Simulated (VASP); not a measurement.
Data:

```yaml
crystal:
  lattice:
    - [0.00000, 3.25853, 3.25853]
    - [3.25853, 0.00000, 3.25853]
    - [3.25853, 3.25853, 0.00000]
  atoms:
    - { symbol: Sr, position: [0.00000, 0.00000, 0.00000] }
    - { symbol: Te, position: [0.50000, 0.50000, 0.50000] }
```

Computed with optB86b-vdW, VASP's PBE PAW potentials (set 64) (plane waves; VASP). Settings: 520 eV cut-off, 7×7×7 Γ-centred mesh, Gaussian smearing of 0.050 eV, potentials Sr_sv Te.

Q: Estimate the energy per atom (σ→0), pressure.

A: 
```json
{
  "energy per atom (σ→0)": "-2.149 eV/atom",
  "pressure": "2.51 GPa"
}
```

Total energies compare only between runs with the same potentials, cut-off and functional.

The compound is SrTe in the rock salt structure. This cell is one point of a volume scan, at 0.94 of the reference volume.
